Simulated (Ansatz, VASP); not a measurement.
# Ga2Te2S in two plane-wave programs, part 2 of 2

Wanted: the spread between two codes on one cell, functional and k mesh. The cell is invented: As first built, before any earlier steps moved the atoms (in the runner's words): it takes the Ga2S3 structure with some of its atoms replaced by other elements, volume scaled by an estimate. It may not be a known or stable phase. The cell is taken from a series of VASP runs on this material, whose earlier steps may have relaxed, scaled or displaced it; both programs get it as it stands.

VASP 6.6.1 and Ansatz 0.2.0.

So far: Starting point; VASP: relaxation of cell and atoms, PBEsol with D3(BJ).

## (3) Ansatz: relaxation of cell and atoms, PBEsol with D3(BJ)

Level of this step: Ansatz beside VASP: Kohn-Sham DFT, plane waves, PBEsol with D3(BJ) (Ansatz).

Ansatz runs on its default PAW (the set named soft_2) files.

The same cell, functional, mesh and smearing now go to Ansatz, which takes its cutoff from its data sets.

Contents of input.yaml:

```yaml
crystal:
  lattice:
    - [-2.0275162719, 5.8848510507, 2.7368854042]
    - [2.0275162719, -5.8848510507, 2.7368854042]
    - [2.0275162719, 5.8848510507, -2.7368854042]
  atoms:
    - { symbol: Te, position: [0.8614207844, 0.2144296493, 0.646991135] }
    - { symbol: Te, position: [0.5674385143, 0.2144296493, 0.353008865] }
    - { symbol: Ga, position: [0.1734963895, 0.024105018, 0.1493913715] }
    - { symbol: Ga, position: [0.8747136465, 0.024105018, 0.8506086285] }
    - { symbol: S, position: [0.2729296754, 0.2729296754, 0.0] }
hamiltonian:
  xc: pbesol
  pseudopotentials: { kind: paw }
  dispersion: d3bj
kpoints:
  mp_grid: { grid: [7, 7, 7] }
scf:
  occupations: { method: gaussian, width: 0.05 }
relax:
  f_tol: 0.01
  max_steps: 60
  cell: { stress_tol: 0.05 }
output:
  forces: true
  stress: true
  write_density: true
  write_potential: true
  elf: true
  volumetric_format: npy
```

Started as:

```
$ ansatz run input.yaml --threads 4 --pin off --max-ram 9216MiB --backend cpu --events-out ev --progress --plain --runs-dir out
```

Numbers of over 12 decimals in the logs are rounded to 6 here.

What it wrote:

```text
basis.fft_grid_basis auto: the FFT boxes are laid along the combinations [[1, 1, 0], [0, 1, 0], [0, 1, 1]] of the cell's own vectors, 5.474, 6.799 and 4.055 Å long. The dense box has 40×48×30 points. Along the cell's own vectors, as sized, it would have 48×48×48, 1.92 times as many. Of the 4 symmetry operations that the crystal satisfies within crystal.symmetry.tolerance (time reversal apart; of a slab, those that ke [...]
Engine: ansatz 0.2.0, aarch64-unknown-linux-gnu
Pseudopotentials: kind: paw
Pseudopotential: Te, paw, valence charge 16, recommended cutoff 420 eV (normal), Te.paw.azcp
Pseudopotential: Ga, paw, valence charge 13, recommended cutoff 420 eV (normal), Ga.paw.azcp
Pseudopotential: S, paw, valence charge 6, recommended cutoff 420 eV (normal), S.paw.azcp
Functional definition: PBEsol
  exchange = pbesol_x
  correlation = pbesol_c
Crystal: 5 atoms, lattice volume = 130.622 Å³
Basis set: ecut = 420 eV, 2561 PW (Γ), FFT grids on a1+a2, a2, a2+a3, exchange–correlation on 80×96×60 points (8 copies of the dense FFT grid, shifted against one another)
Bands: 39, of which v1, the nominal top of the filled ones, is band 32 counted from 1 (31 counted from 0)
Symmetry: 4 space group operations
Space group: Imm2 (ITA 44), of the structure as read, at distance tolerance 5.1e-5 Å
k-points: 64 of 343 (time reversal used)
Non-local potential: Te, projectors of the file, l = 0: 2, l = 1: 2, l = 2: 2, l = 3: 2
Non-local potential: Ga, projectors of the file, l = 0: 2, l = 1: 2, l = 2: 3, l = 3: 1
Non-local potential: S, projectors of the file, l = 0: 2, l = 1: 2, l = 2: 2
PAW form: soft (Blöchl's): semilocal exchange-correlation on the pseudo side does not see the compensation charge
PAW frozen core: Te, regenerated for the run's functional, and the local potential with it (the file was generated under x = pbe(κ = 0.804, μ = 0.219515), c = pbe(β = 0.066725))
PAW frozen core: Ga, regenerated for the run's functional, and the local potential with it (the file was generated under x = pbe(κ = 0.804, μ = 0.219515), c = pbe(β = 0.066725))
PAW frozen core: S, regenerated for the run's functional, and the local potential with it (the file was generated under x = pbe(κ = 0.804, μ = 0.219515), c = pbe(β = 0.066725))
PAW one-centre angular grid: Te, 590 points (default); XC on 64 Gauss nodes
PAW one-centre angular grid: Ga, 590 points (default); XC on 64 Gauss nodes
PAW one-centre angular grid: S, 110 points (default); XC on 64 Gauss nodes
Initial density: superposition of atomic densities (neutral atoms: chi_scale 0, normalization atom), corrected by the library's trained network
Initial wavefunctions: pseudopotential atomic-orbital guess
Functional: x = pbesol(κ = 0.804, μ = 0.123457), c = pbesol(β = 0.046)
SCF iter   1: F=—  HF=-22177.786229 eV  |F-HF|=—  |Δ(HF+E_count)|=         —  Δρ=3.02e-3  dr2=1.35e-2  ethr=1.77e-3  ⟨swp⟩=7.5  Hψ=11404  notcnv=0  defer=2
preconditioner: auto → Resta (q_TF=auto, 2.422 Å⁻¹)  ε∞=3.5  [insulator: Δε(μ)=0.945 eV  Ē_g=13.504 eV  σ=0.050 eV  W_gap=1.00  n_scr=34 (ndim 8)  ℏωp=21.6 eV  f_vac=0.027  D(μ)=0.00/eV (n_scr^D=0)  ε∞_Penn≈3.5]
SCF iter   2: F=—  HF=-22177.781623 eV  |F-HF|=—  |Δ(HF+E_count)|=   4.61e-3  Δρ=1.25e-3  dr2=2.32e-3  ethr=2.11e-5  ⟨swp⟩=2.0  Hψ=4443  notcnv=0  defer=16
SCF iter   3: F=—  HF=-22177.781508 eV  |F-HF|=—  |Δ(HF+E_count)|=   1.15e-4  Δρ=4.78e-4  dr2=3.26e-4  ethr=3.62e-6  ⟨swp⟩=2.0  Hψ=4341  notcnv=0  defer=16
SCF iter   4: F=—  HF=-22177.781470 eV  |F-HF|=—  |Δ(HF+E_count)|=   3.82e-5  Δρ=2.10e-4  dr2=7.13e-5  ethr=5.09e-7  ⟨swp⟩=2.0  Hψ=3512  notcnv=0  defer=16
SCF iter   5: F=—  HF=-22177.781490 eV  |F-HF|=—  |Δ(HF+E_count)|=   2.05e-5  Δρ=6.69e-5  dr2=9.39e-6  ethr=1.11e-7  ⟨swp⟩=2.5  Hψ=4123  notcnv=0  defer=16
SCF iter   6: F=—  HF=-22177.781490 eV  |F-HF|=—  |Δ(HF+E_count)|=   2.63e-7  Δρ=2.67e-5  dr2=1.02e-6  ethr=1.47e-8  ⟨swp⟩=2.0  Hψ=3783  notcnv=0  defer=16
SCF iter   7: F=—  HF=-22177.781491 eV  |F-HF|=—  |Δ(HF+E_count)|=   1.06e-6  Δρ=9.35e-6  dr2=1.36e-7  ethr=1.60e-9  ⟨swp⟩=2.0  Hψ=4423  notcnv=0  defer=16
SCF iter   8: F=-22177.781491 eV  HF=-22177.781491 eV  |F-HF|=2.55e-9  |Δ(HF+E_count)|=   3.73e-8  Δρ=1.68e-6  dr2=4.94e-9  ethr=1.56e-10  ⟨swp⟩=8.8  Hψ=15788  notcnv=0
SCF 1 converged in 8 iterations: F = -22177.781491 eV  dr2 = 4.94e-9
  greatest PAW one-centre occupation: 0.998 electrons in one spin orbital (limit 2), on the Te atom at site 1 (counted from 0), in its partial waves of l = 2
relax step   1: F+E_penalty+E_count = -22177.78149112 eV  Δ(F+E_penalty+E_count) = +0.000e0 eV  max|allowed force component| = 3.326e-2 eV/Å  Δτ_max = 0.0000 Å  P = +0.077 GPa  Ω = 130.622 Å³  (8 SCF iters, dr2 threshold 1.00e-7 eV, accepted)
[...]
relax step   2: F+E_penalty+E_count = -22177.78094815 eV  Δ(F+E_penalty+E_count) = +5.430e-4 eV  max|allowed force component| = 6.421e-2 eV/Å  Δτ_max = 0.0191 Å  P = -0.050 GPa  Ω = 131.422 Å³  energy of the carried Pulay correction = -1.503e-4 eV  (6 SCF iters, dr2 threshold 6.92e-8 eV, rejected (line search))
[...]
relax step   3: F+E_penalty+E_count = -22177.78185742 eV  Δ(F+E_penalty+E_count) = -3.663e-4 eV  max|allowed force component| = 9.863e-3 eV/Å  Δτ_max = 0.0059 Å  P = +0.024 GPa  Ω = 130.884 Å³  energy of the carried Pulay correction = -4.939e-5 eV  (8 SCF iters, accepted)
[...]
relax step   4: F+E_penalty+E_count = -22177.78185839 eV  Δ(F+E_penalty+E_count) = -9.675e-7 eV  max|allowed force component| = 1.109e-2 eV/Å  Δτ_max = 0.0048 Å  P = -0.007 GPa  Ω = 131.099 Å³  energy of the carried Pulay correction = -8.961e-5 eV  (6 SCF iters, dr2 threshold 9.34e-9 eV, accepted)
[...]
relax step   5: F+E_penalty+E_count = -22177.78189862 eV  Δ(F+E_penalty+E_count) = -4.023e-5 eV  max|allowed force component| = 3.752e-3 eV/Å  Δτ_max = 0.0012 Å  P = +0.002 GPa  Ω = 131.052 Å³  energy of the carried Pulay correction = -8.084e-5 eV  (5 SCF iters, dr2 threshold 7.68e-9 eV, accepted)
[...]
relax step   6: F+E_penalty+E_count = -22177.78198115 eV  Δ(F+E_penalty+E_count) = -8.253e-5 eV  max|allowed force component| = 3.755e-3 eV/Å  Δτ_max = 0.0000 Å  P = +0.002 GPa  Ω = 131.052 Å³  stress off target by 8.88e-3 GPa  SCF on the basis re-selected at this cell (its energy is not comparable with the rows above)  (5 SCF iters)
basis re-selected at this cell: Δ(F+E_penalty+E_count) = -8.253e-5 eV, ΔP = -0.000 GPa vs the last step (what re-selecting the basis moved, of the pressure what is left beyond the Pulay correction that the steps carried, after the strain that the cell walked since its last selection, with what the two solves' SCF thresholds leave and, on support functions, any second-order correction that the steps lacked; it is no m [...]
SCF converged after 5 iterations
Free energy (F): -22177.781981 eV
Harris-Foulkes:  -22177.781981 eV  (|F-HF|=1.82e-11)
Internal energy: -22177.781981 eV  (E = F + TS)
E sigma→0 (E₀):  -22177.781981 eV
Fermi energy:    7.911466 eV
--- Per-component energies (eV) ---
  E_band       = -674.701577
  E_kinetic    = 700.918984
  E_local      = -7211.500279  (includes V_loc(G=0)·N_el)
  E_nonlocal   = 266.470825
  E_hartree    = 3785.908956
  E_xc         = -479.966759
  E_vxc        = -412.017732  (∫ρ·V_xc dr)
  E_paw        = -13654.028729  (= ΣΔE_a)
  E_vpaw       = -1590.390767  (= ΣTr[D̂ρ^β])
  E_aug_tail   = -0.000587  (compensation charges beyond the density's cutoff)
  E_ewald      = -5586.538931
  E_disp       = -1.582996  (pairwise vdW)
  E_core_change = 2.537535  (= ΣΔE_core)
  E_smearing   = -0.000000  (= −TS)
  E_closure    = 0.000000  (closes the sum)
  Σ components = -22177.781981   (vs F -22177.781981, Δ=0.00e0)
--- Forces (eV/Å), atoms counted from 1 ---
  atom   1  Te     0.00000000    -0.00375485     0.00064784
  atom   2  Te     0.00000000     0.00375485     0.00064784
  atom   3  Ga     0.00000000     0.00077764    -0.00144149
  atom   4  Ga     0.00000000    -0.00077764    -0.00144149
  atom   5  S      0.00000000     0.00000000     0.00158671
  max |Σ_I F_I| component: 5.88e-7 eV/Å
--- Stress (GPa, compression-positive) ---
       -0.005344       0.000000       0.000000
        0.000000       0.001310       0.000000
        0.000000       0.000000       0.008875
  P = ⅓ Tr σ = 0.0016 GPa (0.016 kbar)
--- Band table (eV; the first three rows and the last of 64) ---
  k-point 0: bands = [... 28 lower, 5.5994, 7.1170, 7.4021, 7.4045, 8.8852, 9.9892, 10.5577, 11.6414, ... 3 higher]
  k-point 1: bands = [... 28 lower, 5.2098, 6.4570, 6.8380, 7.2410, 9.7070, 10.9082, 11.1052, 11.6788, ... 3 higher]
  k-point 2: bands = [... 28 lower, 4.6643, 5.6701, 5.9774, 6.8342, 9.7169, 10.5680, 10.7780, 11.3239, ... 3 higher]
  k-point 63: bands = [... 28 lower, 5.4379, 5.5134, 6.2794, 6.7854, 8.5770, 10.0528, 10.4703, 11.0294, ... 3 higher]
--- Relaxed structure (5 steps of the walk, 4 accepted, 1 SCFs on fresh bases) ---
  F+E_penalty+E_count = -22177.78198115 eV   max|allowed force component| = 3.755e-3 eV/Å   (the final SCF, on the basis selected at the relaxed cell)
  cell:  # Å, volume = 131.0518 Å³
    - [-2.024576, 5.887626, 2.748581]
    - [2.024576, -5.887626, 2.748581]
    - [2.024576, 5.887626, -2.748581]
  atoms:
    - { symbol: Te, position: [0.862703, 0.215155, 0.647549] }
    - { symbol: Te, position: [0.567606, 0.215155, 0.352451] }
    - { symbol: Ga, position: [0.172912, 0.023717, 0.149196] }
    - { symbol: Ga, position: [0.874521, 0.023717, 0.850804] }
    - { symbol: S, position: [0.272256, 0.272256, 1.0341611800734017e-17] }
```

Wall time 41 s (4 threads of Arm Neoverse V2, shared host); peak memory 0.63 GiB; 2.7 min of CPU time.

## (4) Differences

Known differences besides the potentials themselves: both relaxations stop at a tolerance, which leaves soft axes loose, and VASP keeps its plane-wave basis; the data sets hold 64 valence electrons in Ansatz (default PAW (the set named soft_2) files) and 44 in VASP; the cutoff is 420 eV in Ansatz and 400 eV in VASP; Ansatz makes its cores anew for this functional, VASP keeps those of its PBE data sets; VASP leaves aspherical gradient terms in its spheres out (LASPH is not set), Ansatz keeps them; Ansatz adds a Pulay correction to the stress that steers its cell, VASP none. Total energies have different zeros and are not compared.

Compared:

```csv
quantity,Ansatz,VASP,difference
volume (Å³),131.05,130.57,+0.37 %
"edge a after relaxation, in the typed setting (Å)",6.806,6.800,+0.09 %
```

The walks stopped with 0.00 GPa left in Ansatz and 0.00 GPa in VASP; each walk ends within a tolerance, so the volume difference is uncertain by about these residues over the bulk modulus, most in soft cells.

## (5) Outcome

```yaml
difference_in_volume_relaxation_of_cell_and_atoms_pbesol_with_d3_bj: 0.37 %
```

**Reading.** The difference in volume is 0.37 % (relaxation of cell and atoms, PBEsol with D3(BJ)), within the 1.2 % picked in this series as the mark of a large difference, as far as the stopping tolerances let one tell. Such differences can come from data sets, numerical settings and the points named under the comparisons, not from the functional's error against experiment.

[Lines on the potential files, build, host, timing and source positions are cut from VASP's logs without a mark.]

[Logs are printed without paths, hosts, clocks, repeated set-up lines and the standing remarks that a program may print on its own settings, such as how far it seeks lower states.]

[Hosts, paths, dates, database ids (printed as entryN), source tags and the programs' standing remarks are cut or masked in the printed files.]
